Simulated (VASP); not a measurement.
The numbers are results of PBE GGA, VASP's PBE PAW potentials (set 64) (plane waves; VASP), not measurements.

A VASP calculation is set up with these files.

### POSCAR
```
TiAl
1
    2.8866000000     0.0000000000     0.0000000000
    0.0000000000     2.8866000000     0.0000000000
    0.0000000000     0.0000000000     4.1514000000
Ti Al
1 1
Direct
  0.0000000000   0.0000000000   0.0000000000
  0.5000000000   0.5000000000   0.5000000000
```

INCAR:
```
SYSTEM  =  TiAl
PREC  =  Accurate; ENCUT  =  400; LREAL  =  .FALSE.
LASPH  =  .TRUE.; KSPACING  =  0.4; KGAMMA  =  .TRUE.
EDIFF  =  1E-6; NELM  =  100; ALGO  =  Normal
LMAXMIX  =  4
ISMEAR  =  1; SIGMA  =  0.1
GGA  =  PE
ISIF  =  2
LWAVE  =  .FALSE.; LCHARG  =  .FALSE.
```

POTCAR, in this order: Ti_sv Al (PBE.64 set). Program: vasp_std.

Output of the run:

File OSZICAR:
```
       N       E                     dE             d eps       ncg     rms          rms(c)
DAV:   1     0.761018490438E+02    0.76102E+02   -0.65140E+03   660   0.115E+03
DAV:   2    -0.846573434188E+01   -0.84568E+02   -0.82136E+02   675   0.299E+02
DAV:   3    -0.138682308532E+02   -0.54025E+01   -0.51881E+01  1022   0.726E+01
DAV:   4    -0.140435339904E+02   -0.17530E+00   -0.17398E+00   815   0.119E+01
DAV:   5    -0.140531785933E+02   -0.96446E-02   -0.96417E-02   966   0.245E+00    0.919E+00
DAV:   6    -0.124980916433E+02    0.15551E+01   -0.13328E+01   831   0.388E+01    0.354E+00
DAV:   7    -0.123633861039E+02    0.13471E+00   -0.15383E+00   779   0.124E+01    0.167E+00
DAV:   8    -0.123483065515E+02    0.15080E-01   -0.17413E-01   819   0.467E+00    0.560E-01
DAV:   9    -0.123456798217E+02    0.26267E-02   -0.35346E-02   835   0.244E+00    0.175E-01
DAV:  10    -0.123456770116E+02    0.28101E-05   -0.13685E-03   833   0.409E-01    0.581E-02
DAV:  11    -0.123456676849E+02    0.93267E-05   -0.61407E-04   860   0.236E-01    0.390E-02
DAV:  12    -0.123456616686E+02    0.60163E-05   -0.41763E-05   829   0.638E-02    0.136E-02
DAV:  13    -0.123456600646E+02    0.16039E-05   -0.51910E-06   829   0.173E-02    0.471E-03
DAV:  14    -0.123456601770E+02   -0.11239E-06   -0.64105E-07   400   0.799E-03
   1 F= -.12345660E+02 E0= -.12346015E+02  d E =0.106544E-02
```

**OUTCAR**
```
------------------------ aborting loop because EDIFF is reached ----------------------------------------
  FORCE on cell =-STRESS in cart. coord.  units (eV):
  Direction    XX          YY          ZZ          XY          YZ          ZX
  --------------------------------------------------------------------------------------
  Total       -1.4627529     -1.4627529     -1.3751297      0.0000000     -0.0000000      0.0000000
  in kB      -67.7506954    -67.7506954    -63.6922281      0.0000000     -0.0000000      0.0000000
  external PRESSURE =     -66.3978729 kB  Pullay stress =       0.0000000 kB
  volume of cell :       34.59
      direct lattice vectors                 reciprocal lattice vectors
     2.886600000  0.000000000  0.000000000     0.346428324  0.000000000  0.000000000
     0.000000000  2.886600000  0.000000000     0.000000000  0.346428324  0.000000000
     0.000000000  0.000000000  4.151400000     0.000000000  0.000000000  0.240882594
 POSITION                                       TOTAL-FORCE (eV/Angst)
 -----------------------------------------------------------------------------------
      0.00000      0.00000      0.00000         0.000000      0.000000      0.000000
      1.44330      1.44330      2.07570         0.000000      0.000000      0.000000
 -----------------------------------------------------------------------------------
    total drift:                               -0.000000      0.000000     -0.000000
  FREE ENERGIE OF THE ION-ELECTRON SYSTEM (eV)
  ---------------------------------------------------
  free  energy   TOTEN  =       -12.3456601770 eV

  energy  without entropy=      -12.3467256138  energy(sigma->0) =      -12.34601532
```
(Selected blocks of OUTCAR.)

### OUTCAR
```
 val. band max:        7.6835020025   @ k =   0.1667   0.0000   0.2500

 cond. band min:       7.7784331303   @ k =   0.5000   0.1667   0.2500


 Fermi energy:         7.7298419082

 k-point     1 :       0.0000    0.0000    0.0000
  band No.  band energies     occupation
      1     -49.1536      2.00000
      2     -25.5439      2.00000
      3     -25.1481      2.00000
      4     -25.1481      2.00000
      5      -1.0484      2.00000
      6       5.9103      2.00000
      7       6.8697      2.00000
      8       7.2768      2.00000
      9       9.6124     -0.00000
     10       9.6124     -0.00000
     11      10.6521      0.00000

 k-point     2 :       0.1667    0.0000    0.0000
  band No.  band energies     occupation
      1     -49.1423      2.00000
      2     -25.5327      2.00000
      3     -25.2452      2.00000
      4     -25.1398      2.00000
      5      -0.5325      2.00000
      6       6.2902      2.00000
      7       6.9100      2.00000
      8       6.9853      2.00000
      9       9.6887     -0.00000
     10      10.1507      0.00000
     11      10.2317      0.00000

 k-point     3 :       0.3333    0.0000    0.0000
  band No.  band energies     occupation
      1     -49.1198      2.00000
      2     -25.5103      2.00000
      3     -25.4360      2.00000
      4     -25.1232      2.00000
      5       0.9550      2.00000
      6       5.8841      2.00000
      7       6.3314      2.00000
      8       7.0590      2.00000
      9       9.5404     -0.00000
     10       9.8463      0.00000
     11      10.8124      0.00000

 k-point     4 :       0.5000    0.0000    0.0000
  band No.  band energies     occupation
      1     -49.1085      2.00000
      2     -25.5297      2.00000
      3     -25.4990      2.00000
      4     -25.1148      2.00000
      5       3.1539      2.00000
      6       3.3607      2.00000
      7       6.0823      2.00000
      8       7.4020      2.00004
      9       9.2424     -0.00000
...
```

The compound is TiAl in the L1_0 structure. The cell was not relaxed at this level. The run is one of a series of settings (KGAMMA = .TRUE., KSPACING = 0.4, KPOINTS file removed against the base run), some of them coarse on purpose. The electron count is odd and the run is not spin-polarised, which forces a metal.
